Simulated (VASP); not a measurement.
# Sc2InSb3 (P4/mmm) in VASP: relaxation of cell and atoms with PBE

Aim: the relaxation of cell and atoms of Sc2InSb3 with PBE.

All numbers are computed with VASP 6.6.1; they aren't measurements. Logs are shortened: lines on timing, memory, paths and dates and some standing lists are left out, and cuts for length are marked.

### 1 The crystal as given

Symmetry: P4/mmm, No. 123, tetragonal system. The conventional cell has a = 4.927 Å, b = 4.927 Å, c = 6.853 Å, α = 90.00°, β = 90.00°, γ = 90.00°. Around Sc (site symmetry mmm) lie 2 Sb at 2.46 Å. In (site symmetry 4/mmm) is surrounded by 4 Sb at 2.46 Å. Sb (site symmetry mmm) is surrounded by 2 In at 2.46 Å. Sb (site symmetry 4/mmm) has 4 Sc at 2.46 Å as nearest neighbours.

The cell was built by a generator and needn't be a form met in nature.

### 2 Relaxation of cell and atoms, PBE

File INCAR:

```
PREC = Normal ; ENCUT = 520
EDIFF = 1E-4 ; ISMEAR = 0
SIGMA = 0.15 ; LREAL = F
LASPH = T ; NELM = 60
ALGO = Fast ; ISIF = 3
LWAVE = F ; LCHARG = F
GGA = PE ; IBRION = 2
NSW = 24 ; EDIFFG = -0.08
```

File KPOINTS:

```
Automatic mesh
0
Gamma
  4 4 3
```

File POSCAR:

```
Sc2InSb3
1.0
    4.9273754000      0.0000000000      0.0000000000
    0.0000000000      4.9273754000      0.0000000000
    0.0000000000      0.0000000000      6.8525747000
Sc In Sb
2 1 3
Direct
    0.5000000000      0.0000000000      0.5000000000
    0.0000000000      0.5000000000      0.5000000000
    0.5000000000      0.5000000000      0.0000000000
    0.5000000000      0.0000000000      0.0000000000
    0.0000000000      0.5000000000      0.0000000000
    0.0000000000      0.0000000000      0.5000000000
```

Potentials or basis: VASP PAW PBE potentials, release 64 (Sc_sv, In_d, Sb).

The run is started by

```console
> cat potpaw_PBE.64/Sc_sv/POTCAR potpaw_PBE.64/In_d/POTCAR potpaw_PBE.64/Sb/POTCAR > POTCAR
> mpirun -np 1 vasp_std > vasp.out
```

OUTCAR:

```text
PREC = Normal
   ENCUT = 520
   EDIFF = 1E-4
   ISMEAR = 0
   LREAL = F
   LASPH = T
   NELM = 60
   ISIF = 3
   GGA = PE
   IBRION = 2
   NSW = 24
   EDIFFG = -0.08

 ion  position               nearest neighbor table
   1  0.500  0.000  0.500-   6 2.46   6 2.46   4 3.43   4 3.43
   2  0.000  0.500  0.500-   6 2.46   6 2.46   5 3.43   5 3.43
   3  0.500  0.500  0.000-   4 2.46   5 2.46   4 2.46   5 2.46
   4  0.500  0.000  0.000-   3 2.46   3 2.46   1 3.43   1 3.43   5 3.48   5 3.48   5 3.48   5 3.48

   5  0.000  0.500  0.000-   3 2.46   3 2.46   2 3.43   2 3.43   4 3.48   4 3.48   4 3.48   4 3.48

   6  0.000  0.000  0.500-   1 2.46   2 2.46   2 2.46   1 2.46

  LATTYP: Found a simple tetragonal cell.
 ALAT       =     4.9273754000
 C/A-ratio  =     1.3907149636

  Lattice vectors:

 A1 = (   4.9273754000,   0.0000000000,   0.0000000000)
 A2 = (   0.0000000000,   4.9273754000,   0.0000000000)
 A3 = (   0.0000000000,   0.0000000000,   6.8525747000)

Analysis of symmetry for initial positions (statically):
=====================================================================
 Subroutine PRICEL returns:
 Original cell was already a primitive cell.

 Routine SETGRP: Setting up the symmetry group for a
 simple tetragonal supercell.

 Subroutine GETGRP returns: Found 16 space group operations
 (whereof 16 operations were pure point group operations)
 out of a pool of 16 trial point group operations.

The static configuration has the point symmetry D_4h.

Analysis of symmetry for dynamics (positions and initial velocities):
=====================================================================
 Subroutine PRICEL returns:
 Original cell was already a primitive cell.

 Routine SETGRP: Setting up the symmetry group for a
 simple tetragonal supercell.

 Subroutine GETGRP returns: Found 16 space group operations
 (whereof 16 operations were pure point group operations)
 out of a pool of 16 trial point group operations.

The dynamic configuration has the point symmetry D_4h.

 Subroutine INISYM returns: Found 16 space group operations
 (whereof 16 operations are pure point group operations),
 and found     1 'primitive' translations

[... 121 lines left out ...]
 non-spin polarized calculation
 RMM-DIIS sequential band-by-band and
 Gauss-broadening in eV      SIGMA  =   0.15
  energy-cutoff  :      520.00
  volume of cell :      166.37
 maximum number of plane-waves:      4502
   NGX = 19   NGY = 19   NGZ = 25

--------------------------------------- Ionic step        1  -------------------------------------------

 number of electron      50.0000039 magnetization

 Free energy of the ion-electron system (eV)
  ---------------------------------------------------
  ext. energy  EPLUGINS =         0.00000000
  ---------------------------------------------------
  free energy    TOTEN  =       -21.24695273 eV

  energy without entropy =      -21.16874454  energy(sigma->0) =      -21.20784864

------------------------ aborting loop because EDIFF is reached ----------------------------------------

  FORCE on cell =-STRESS in cart. coord.  units (eV):
  Direction    XX          YY          ZZ          XY          YZ          ZX
  --------------------------------------------------------------------------------------
  -------------------------------------------------------------------------------------
  Total       39.5044613     39.5044613     -7.6545051      0.0000000      0.0000000     -0.0000000
  in kB      380.4272750    380.4272750    -73.7127513      0.0000000      0.0000000     -0.0000000
  external PRESSURE =     229.0472662 kB  Pullay stress =       0.0000000 kB
[... 431 lines left out ...]
     29      20.9443      0.00000
     30      21.0348      0.00000

------------------------ aborting loop EDIFF was not reached (unconverged)  ----------------------------

  FORCE on cell =-STRESS in cart. coord.  units (eV):
  Direction    XX          YY          ZZ          XY          YZ          ZX
  --------------------------------------------------------------------------------------
  -------------------------------------------------------------------------------------
  Total      -14.1524764    -14.1524764      4.2977658      0.0000000      0.0000000      0.0000000
  in kB      -83.6480106    -83.6480106     25.4018835      0.0000000      0.0000000      0.0000000
  external PRESSURE =     -47.2980459 kB  Pullay stress =       0.0000000 kB
[... 27 lines left out ...]
--------------------------------------- Ionic step        3  -------------------------------------------

 number of electron      50.0000024 magnetization

------------------------ aborting loop EDIFF was not reached (unconverged)  ----------------------------

  FORCE on cell =-STRESS in cart. coord.  units (eV):
  Direction    XX          YY          ZZ          XY          YZ          ZX
  --------------------------------------------------------------------------------------
  -------------------------------------------------------------------------------------
  Total       -6.7755450     -6.7755450    -13.4711773      0.0000000      0.0000000      0.0000000
  in kB      -44.9341351    -44.9341351    -89.3383048      0.0000000      0.0000000      0.0000000
  external PRESSURE =     -59.7355250 kB  Pullay stress =       0.0000000 kB
[... 427 lines left out ...]
     29       5.6729      0.00000
     30       6.5092      0.00000

[... ionic steps 4 to 16 ...]

--------------------------------------- Ionic step       17  -------------------------------------------

 number of electron      50.0000075 magnetization

------------------------ aborting loop because EDIFF is reached ----------------------------------------
[... 75 lines left out ...]
--------------------------------------- Ionic step       19  -------------------------------------------

 number of electron      50.0000100 magnetization

 Free energy of the ion-electron system (eV)
  ---------------------------------------------------
  ext. energy  EPLUGINS =         0.00000000
  ---------------------------------------------------
  free energy    TOTEN  =       -27.85297786 eV

  energy without entropy =      -27.81617262  energy(sigma->0) =      -27.83457524

 E-fermi :   4.7171     XC(G=0):  -9.0392

 val. band max:        4.6810399581   @ k =   0.2500   0.0000   0.0000
 cond. band min:       4.7540468496   @ k =   0.5000   0.0000   0.0000
 fundamental gap:      0.0730068915
 Fermi energy:         4.7171452223
[... 427 lines left out ...]
  FREE ENERGIE OF THE ION-ELECTRON SYSTEM (eV)
  ---------------------------------------------------
  free  energy   TOTEN  =       -27.8529778622 eV

  energy  without entropy=      -27.8161726234  energy(sigma->0) =      -27.83457524

 reached required accuracy - stopping structural energy minimisation
```

It took 16 min on 1 thread of Intel Xeon Platinum 8488C (Sapphire Rapids), shared host; peak memory 0.24 GiB.

What came out:

* Free energy: -27.8530 eV
* Relaxed volume: 31.79 Å³/atom
* Relaxed cell: a = 5.860 Å, b = 5.860 Å, c = 5.554 Å, α = 90.00°, β = 90.00°, γ = 90.00°
* Space group after relaxing (to 0.05 Å): P4/mmm (No. 123)
* Energy gained by relaxing: 1101.0 meV/atom
* Ionic steps: 19
* Pressure after relaxing: 0.0 GPa
* Band gap on the k mesh: none (metal or under the smearing width)

Step by step:
```tsv
step	energy change (eV)	largest force (eV/Å)	pressure (GPa)	volume (Å³)
1	0.0000	0.0000	22.90	166.37
2	77.3188	0.0000	-4.73	271.07
3	-4.5067	0.0000	-5.97	241.59
4	-5.0692	0.0000	-5.23	232.09
5	-5.0584	0.0000	-0.52	207.33
6	-5.2007	0.0000	-3.72	220.73
7	-5.2022	0.0000	-2.87	217.11
8	-5.2046	0.0000	-3.14	218.17
9	-6.0392	0.0000	-1.92	201.89
10	-0.0167	0.0000	26.43	151.78
11	-6.2574	0.0000	-1.71	196.51
12	-6.1421	0.0000	5.93	174.34
13	-6.5411	0.0000	0.38	188.50
14	-6.5723	0.0000	1.45	184.66
15	-6.5727	0.0000	1.13	185.34
16	-6.5984	0.0000	0.29	190.20
17	-6.6023	0.0000	0.46	188.93
18	-6.6049	0.0000	-0.31	191.79
19	-6.6060	0.0000	0.00	190.73
```

Final structure:
```
CELL_PARAMETERS angstrom
5.86001 0.00000 0.00000
0.00000 5.86001 0.00000
0.00000 0.00000 5.55412
ATOMIC_POSITIONS crystal
Sc 0.50000 0.00000 0.50000
Sc 0.00000 0.50000 0.50000
In 0.50000 0.50000 0.00000
Sb 0.50000 0.00000 0.00000
Sb 0.00000 0.50000 0.00000
Sb 0.00000 0.00000 0.50000
```

Caveat: the relaxation stopped at a loose force limit of 0.08 eV/Å, so its end isn't a converged minimum.
